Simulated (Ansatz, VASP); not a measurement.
# Cross-check of YHSe between VASP and Ansatz, part 2 of 2

One calculation is typed for both programs; each brings its own data sets. How far apart do they land? The cell is taken from a series of runs on this material, whose earlier steps may have relaxed, scaled, displaced or heated it; both programs get it as it stands.

VASP 6.6.1 and Ansatz 0.2.0.

So far: The structure; VASP: dielectric response, LDA.

### Step 3. Ansatz: dielectric response, LDA

Level of this step: Ansatz beside VASP: Kohn-Sham DFT, plane waves, LDA (Ansatz).

Ansatz runs on its default PAW (the set named soft_2) files.

The same cell, functional (in two slightly different forms) and mesh now go to Ansatz, which takes its cutoff from its data sets.

input.yaml

```yaml
crystal:
  lattice:
    - [3.8409313358, 0.0, 0.0]
    - [-1.9204656679, 3.326344111, 0.0]
    - [0.0, 0.0, 3.91554956]
  atoms:
    - { symbol: "Y", position: [0.0, 0.0, 0.0] }
    - { symbol: H, position: [0.3333333333, 0.6666666667, 0.0] }
    - { symbol: Se, position: [0.6666666667, 0.3333333333, 0.5] }
kpoints:
  mp_grid: { grid: [6, 6, 6] }
hamiltonian:
  xc: lda
scf:
  occupations: { method: fixed }
dielectric: {}
```

The run is started by

```console
ansatz run input.yaml --threads 4 --pin off --max-ram 5529MiB --backend cpu --events-out ev --progress --plain --runs-dir out
```

Numbers of over 12 decimals in the logs are rounded to 6 here.

Output:

```text
Engine: ansatz 0.2.0, aarch64-unknown-linux-gnu
Pseudopotentials: kind: paw
Pseudopotential: Y, paw, valence charge 11, recommended cutoff 420 eV (normal), Y.paw.azcp
Pseudopotential: H, paw, valence charge 1, recommended cutoff 420 eV (normal), H.paw.azcp
Pseudopotential: Se, paw, valence charge 16, recommended cutoff 420 eV (normal), Se.paw.azcp
Functional definition: SPW92
  exchange = slater_x
  correlation = pw_c
Crystal: 3 atoms, lattice volume = 50.026 Å³
Basis set: ecut = 420 eV, 985 PW (Γ), exchange–correlation on 54×54×54 points (8 copies of the dense FFT grid, shifted against one another)
Bands: 18, of which v1, the nominal top of the filled ones, is band 14 counted from 1 (13 counted from 0)
Symmetry: 12 space group operations
k-points: 68 of 216 (irreducible under 2 space group operations, time reversal used)
Non-local potential: Y, projectors of the file, l = 0: 3, l = 1: 2, l = 2: 2, l = 3: 1
Non-local potential: H, projectors of the file, l = 0: 2, l = 1: 1
Non-local potential: Se, projectors of the file, l = 0: 2, l = 1: 2, l = 2: 3, l = 3: 1
PAW form: soft (Blöchl's): semilocal exchange-correlation on the pseudo side does not see the compensation charge
PAW frozen core: Y, regenerated for the run's functional, and the local potential with it (the file was generated under x = pbe(κ = 0.804, μ = 0.219515), c = pbe(β = 0.066725))
PAW frozen core: Se, regenerated for the run's functional, and the local potential with it (the file was generated under x = pbe(κ = 0.804, μ = 0.219515), c = pbe(β = 0.066725))
PAW one-centre angular grid: Y, 590 points (default); XC on 64 Gauss nodes
PAW one-centre angular grid: H, 110 points (default); XC on 64 Gauss nodes
PAW one-centre angular grid: Se, 590 points (default); XC on 64 Gauss nodes
Initial density: superposition of atomic densities (neutral atoms: chi_scale 0, normalization atom), corrected by the library's trained network
Initial wavefunctions: pseudopotential atomic-orbital guess
Functional: x = slater, c = lda
SCF iter   1: F=—  HF=-9149.090577 eV  |F-HF|=—  |Δ(HF+E_count)|=         —  Δρ=8.87e-3  dr2=3.29e-2  ethr=1.77e-3  ⟨swp⟩=4.1  Hψ=4838  notcnv=0  defer=70
preconditioner: auto → none  [insulator: Δε(μ)=1.225 eV  Ē_g=8.529 eV  n_scr=8 (ndim 8)  ℏωp=16.6 eV  f_vac=0.000  ε∞_Penn≈4.8]
SCF iter   2: F=—  HF=-9149.079941 eV  |F-HF|=—  |Δ(HF+E_count)|=   1.06e-2  Δρ=3.08e-3  dr2=2.19e-3  ethr=1.18e-4  ⟨swp⟩=2.0  Hψ=2114  notcnv=0  defer=134
SCF iter   3: F=—  HF=-9149.079651 eV  |F-HF|=—  |Δ(HF+E_count)|=   2.90e-4  Δρ=1.27e-3  dr2=4.71e-4  ethr=7.82e-6  ⟨swp⟩=2.0  Hψ=1691  notcnv=0  defer=134
SCF iter   4: F=—  HF=-9149.079599 eV  |F-HF|=—  |Δ(HF+E_count)|=   5.25e-5  Δρ=4.38e-4  dr2=3.53e-5  ethr=1.68e-6  ⟨swp⟩=2.1  Hψ=1682  notcnv=0  defer=131
SCF iter   5: F=—  HF=-9149.079599 eV  |F-HF|=—  |Δ(HF+E_count)|=   6.93e-7  Δρ=3.04e-5  dr2=1.58e-7  ethr=1.26e-7  ⟨swp⟩=2.9  Hψ=1959  notcnv=0
SCF iter   6: F=—  HF=-9149.079599 eV  |F-HF|=—  |Δ(HF+E_count)|=   7.17e-7  Δρ=7.64e-6  dr2=8.47e-9  ethr=5.63e-10  ⟨swp⟩=2.3  Hψ=2096  notcnv=0
SCF iter   7: F=—  HF=-9149.079599 eV  |F-HF|=—  |Δ(HF+E_count)|=   2.38e-9  Δρ=9.49e-7  dr2=1.35e-10  ethr=3.03e-11  ⟨swp⟩=2.1  Hψ=1838  notcnv=0
SCF iter   8: F=-9149.079599 eV  HF=-9149.079599 eV  |F-HF|=1.82e-12  |Δ(HF+E_count)|=  5.64e-11  Δρ=6.46e-8  dr2=7.04e-13  ethr=1.00e-12  ⟨swp⟩=3.1  Hψ=3672  notcnv=0
SCF 1 converged in 8 iterations: F = -9149.079599 eV  dr2 = 7.04e-13
  greatest PAW one-centre occupation: 1.000 electrons in one spin orbital (limit 2), on the Se atom at site 2 (counted from 0), in its partial waves of l = 2
DFPT response loops at Γ: preconditioner auto → none (the input reference at scf.mixing.eps_inf says where Resta's filter doesn't serve); β = 0.50; Broyden in place of MSR1
── the response to a field inside a basis, on 12×12×10 k-points: an SCF that follows is theirs, and a resumed run solves both again ──
Bands: 15, of which v1, the nominal top of the filled ones, is band 14 counted from 1 (13 counted from 0)
k-points: 210
Initial density: handed on by an earlier stage of this run
Initial wavefunctions: pseudopotential atomic-orbital guess (no wavefunctions were taken with the density)
Eigensolver: Dense (210 Hₖ)
SCF iter   1: F=—  HF=-9149.079145 eV  |F-HF|=—  |Δ(HF+E_count)|=         —  Δρ=1.55e-4  dr2=4.29e-6  ethr=1.00e-1
preconditioner: auto → none  [insulator: Δε(μ)=1.586 eV  Ē_g=7.542 eV  n_scr=8 (ndim 8)  ℏωp=16.6 eV  f_vac=0.000  ε∞_Penn≈5.8]
SCF iter   2: F=—  HF=-9149.079144 eV  |F-HF|=—  |Δ(HF+E_count)|=   8.07e-7  Δρ=7.76e-5  dr2=1.16e-6  ethr=1.53e-8
SCF iter   3: F=—  HF=-9149.079144 eV  |F-HF|=—  |Δ(HF+E_count)|=   9.38e-8  Δρ=3.75e-5  dr2=2.79e-7  ethr=4.15e-9
SCF iter   4: F=-9149.079144 eV  HF=-9149.079144 eV  |F-HF|=1.73e-9  |Δ(HF+E_count)|=   1.70e-8  Δρ=5.65e-6  dr2=4.34e-9  ethr=9.98e-10
SCF 1 converged in 4 iterations: F = -9149.079144 eV  dr2 = 4.34e-9
DFPT response loops at Γ: mixed as the last ones told, above
SCF converged after 8 iterations
Free energy (F): -9149.079599 eV
Harris-Foulkes:  -9149.079599 eV  (|F-HF|=1.82e-12)
Internal energy: -9149.079599 eV  (E = F + TS)
E sigma→0 (E₀):  -9149.079599 eV
Fermi energy:    10.171162 eV
--- Per-component energies (eV) ---
  E_band       = -451.172430
  E_kinetic    = 439.710476
  E_local      = -2908.373007  (includes V_loc(G=0)·N_el)
  E_nonlocal   = -535.111748
  E_hartree    = 1353.448933
  E_xc         = -286.384378
  E_vxc        = -311.530370  (∫ρ·V_xc dr)
  E_paw        = -4551.286391  (= ΣΔE_a)
  E_vpaw       = 157.236235  (= ΣTr[D̂ρ^β])
  E_aug_tail   = -0.001884  (compensation charges beyond the density's cutoff)
  E_ewald      = -2663.628548
  E_core_change = 2.546948  (= ΣΔE_core)
  E_smearing   = -0.000000  (= −TS)
  E_closure    = 0.000000  (closes the sum)
  Σ components = -9149.079599   (vs F -9149.079599, Δ=0.00e0)
--- Band table (eV; the first three rows and the last of 68) ---
  k-point 0: bands = [... 10 lower, 6.5937, 8.4899, 8.6115, 8.6115, 11.5366, 13.9107, 13.9107, 14.1093]
  k-point 1: bands = [... 10 lower, 5.6825, 8.7128, 8.7128, 9.1446, 11.9926, 12.8315, 12.8315, 14.7680]
  k-point 2: bands = [... 10 lower, 4.4378, 8.9234, 8.9234, 9.8857, 12.0966, 12.0966, 13.3143, 14.2790]
  k-point 67: bands = [... 10 lower, 5.3972, 7.2929, 7.4861, 8.6618, 12.7721, 13.6287, 14.2677, 15.3473]
--- Dielectric response (ions clamped): 3 representative field directions + reference, inside a basis on a mesh of 1440 k-points (Σ response iterations 15) ---
  ε∞ (high-frequency dielectric tensor):
        9.076044    -0.000000    -0.000000
        0.000000     9.076044     0.000000
       -0.000000     0.000000     9.016244
  Born effective charges Z* (e; rows j = field, columns β = displacement):
    site 0:
         3.15542   -0.00000   -0.00000
         0.00000    3.15542   -0.00000
        -0.00000   -0.00000    3.25651
    site 1:
        -1.37375   -0.00000    0.00000
        -0.00000   -1.37375   -0.00000
         0.00000   -0.00000   -0.60533
    site 2:
        -1.78167    0.00000    0.00000
        -0.00000   -1.78167    0.00000
         0.00000    0.00000   -2.65118
  Z* charge neutrality: 2.409e-3 e pre-enforcement
  solved inside a basis spanned on kpoints, on 12×12×10 k-points transformed towards the longest dipole: ε∞ is read to err by 2.9e-2, Z* by 1.9e-2 e (field_mesh: kpoints solves on kpoints); Z* is corrected for what the basis lacks
```

### Step 4. Side by side

Known differences besides the potentials themselves: the two LDA forms differ slightly; fixed occupations in Ansatz, narrow Gaussian smearing in VASP; VASP's response is taken on the typed mesh, Ansatz refines its own for the field response alone; the data sets hold 28 valence electrons in Ansatz (on its default PAW (the set named soft_2) files) and 18 in VASP; the cutoff is 420 eV in Ansatz and 400 eV in VASP; VASP's log shows a relativistic correction to its local exchange, Ansatz's none; VASP's log repeats an internal error in its field response. Total energies have different zeros and are not compared.

Both answers:

```csv
quantity,Ansatz,VASP,difference
ε∞ xx,9.08,9.65,-5.92 %
ε∞ yy,9.08,9.65,-5.92 %
ε∞ zz,9.02,9.09,-0.80 %
```

### Step 5. Summary of results

| Quantity | Value |
| --- | --- |
| difference in ε∞ xx (dielectric response, LDA) | -5.9 % |

The difference in ε∞ xx is -5.9 % (dielectric response, LDA), beyond the 5 % picked in this series as the mark of a large difference. The data sets hold unlike numbers of valence electrons (28 in Ansatz and 18 in VASP), so part of the differences comes from the potentials. Such differences can come from data sets, numerical settings and the points named under the comparisons, not from the functional's error against experiment.

[Lines on the potential files, build, host, timing and source positions are cut from VASP's logs without a mark.]

[Logs are printed without paths, hosts, clocks, repeated set-up lines and the standing remarks that a program may print on its own settings, such as how far it seeks lower states.]

[Hosts, paths, dates, database ids (printed as entryN), source tags and the programs' standing remarks are cut or masked in the printed files.]
